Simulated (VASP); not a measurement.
## La: relaxation of cell and atoms with r2SCAN

Crystal: La.

```
La
1.0
     3.77000    0.00000    0.00000
    -1.88500    3.26492    0.00000
     0.00000    0.00000   12.15900
La
4
Direct
  0.00000 0.00000 0.00000
  0.00000 0.00000 0.50000
  0.33333 0.66667 0.75000
  0.66667 0.33333 0.25000
```

```
Program                : VASP 6.6.1
Task                   : relaxation of cell and atoms
Functional             : r2SCAN
Potentials or basis    : VASP PAW PBE potentials, release 64 (La)
Cutoff                 : 600 eV
k mesh                 : 12 × 12 × 3
Occupations            : methfessel-paxton, width 0.1 eV
Spin                   : no spin polarisation
Further INCAR settings : ALGO = Normal; EDIFF = 1e-06; IBRION = 2; EDIFFG = -0.01; NSW = 90; ISIF = 3
```

- Relaxed volume: 37.37 Å³/atom
- Relaxed cell: a = 3.777 Å, b = 3.777 Å, c = 12.097 Å, α = 90.00°, β = 90.00°, γ = 120.00°
- Space group after relaxing (to 0.05 Å): P6_3/mmc (No. 194)
- Energy gained by relaxing: 0.2 meV/atom
- Ionic steps: 4
- Pressure after relaxing: 0.0 GPa
- Band gap on the k mesh: none (metal or under the smearing width)

The path:
```tsv
step	energy change (eV)	largest force (eV/Å)	pressure (GPa)	volume (Å³)
1	0.0000	0.0000	-0.01	149.66
2	-0.0004	0.0000	-0.04	149.59
3	-0.0006	0.0000	-0.02	149.46
4	-0.0006	0.0000	-0.03	149.49
```

Final structure:
```yaml
crystal:
  lattice:
    - [3.77747, 0.00000, 0.00000]
    - [-1.88874, 3.27139, 0.00000]
    - [0.00000, 0.00000, 12.09704]
  atoms:
    - { symbol: La, position: [0.00000, 0.00000, 0.00000] }
    - { symbol: La, position: [0.00000, 0.00000, 0.50000] }
    - { symbol: La, position: [0.33333, 0.66667, 0.75000] }
    - { symbol: La, position: [0.66667, 0.33333, 0.25000] }
```

Levels at points of the mesh, in eV from the Fermi level:
| k point | band 18 | band 19 | band 20 | band 21 | band 22 | band 23 | band 24 | band 25 | band 26 |
| --- | --- | --- | --- | --- | --- | --- | --- | --- | --- |
| (0.00, 0.00, 0.00) | -1.96 | -1.96 | -1.84 | 0.51 | 0.67 | 1.35 | 1.35 | 1.43 | 1.49 |
| (0.50, 0.00, 0.00) | -1.92 | -1.63 | -1.11 | -0.69 | -0.31 | -0.25 | 0.50 | 1.00 | 1.28 |

Run time: 23 min on 1 thread of Intel(R) Xeon(R) 6975P-C (Granite Rapids), with other jobs on the host, peak memory 0.44 GiB.

Caveat: the PAW data sets were made with another functional, which shifts forces and pressure a little. The run has no spin-orbit coupling, so splittings on La are missing.
